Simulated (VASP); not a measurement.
Set up this calculation in VASP 6.6.1, as the native input.

```
Task                   : single point
Functional             : PBE
Potentials or basis    : VASP PAW PBE potentials, release 64 (Hf_pv, Si, N)
Cutoff                 : 520 eV
k mesh                 : 4 × 4 × 4
Occupations            : gaussian, width 0.1 eV
Spin                   : no spin polarisation
Dipole correction      : no
Further INCAR settings : ALGO = Normal; EDIFF = 1e-06; NBANDS = 25
```

The structure of Hf2SiN2 lies in POSCAR:

```
Hf2SiN2
1.0
    3.9661114300      0.0000000000      0.0000000000
    0.0000000000      3.9661114300      0.0000000000
    0.0000000000      0.0000000000      4.1159518100
Hf Si N
2 1 2
Direct
    0.5000000000      0.0000000000      0.5000000000
    0.0000000000      0.5000000000      0.5000000000
    0.0000000000      0.0000000000      0.5000000000
    0.5000000000      0.0000000000      0.0000000000
    0.0000000000      0.5000000000      0.0000000000
```

The cell was built by a generator and needn't be a form met in nature.

The cell isn't the ideal one: random cell by space group and Wyckoff sites (P4/mmm, No. 123).

One way to write it, as run:

INCAR

```
PREC = Accurate ; ENCUT = 520
EDIFF = 1E-6 ; ISMEAR = 0
SIGMA = 0.1 ; LREAL = F
LASPH = T ; NELM = 100
ALGO = Normal ; ISIF = 2
LWAVE = F ; LCHARG = F
GGA = PE ; NBANDS = 25
```

KPOINTS

```
Automatic mesh
0
Gamma
  4 4 4
```

Potentials or basis: VASP PAW PBE potentials, release 64 (Hf_pv, Si, N).

Launch:

```sh
$ cat potpaw_PBE.64/Hf_pv/POTCAR potpaw_PBE.64/Si/POTCAR potpaw_PBE.64/N/POTCAR > POTCAR
$ mpirun -np 1 vasp_std > vasp.out
```

Results of the run:

```yaml
Pressure: 100.1 GPa
Band_gap_on_the_k_mesh: none (metal or under the smearing width)
```

Caveat: the k mesh is coarse (spacing up to 0.40 Å⁻¹), so the values aren't converged; a pressure of tens of GPa on the cell as given is suspect, and the run, the potentials or the cell itself is likely at fault.

Run time: 33 s on 1 thread of AMD EPYC 7R43 64-Core Processor (Zen 3), on a shared host, peak memory 0.15 GiB.
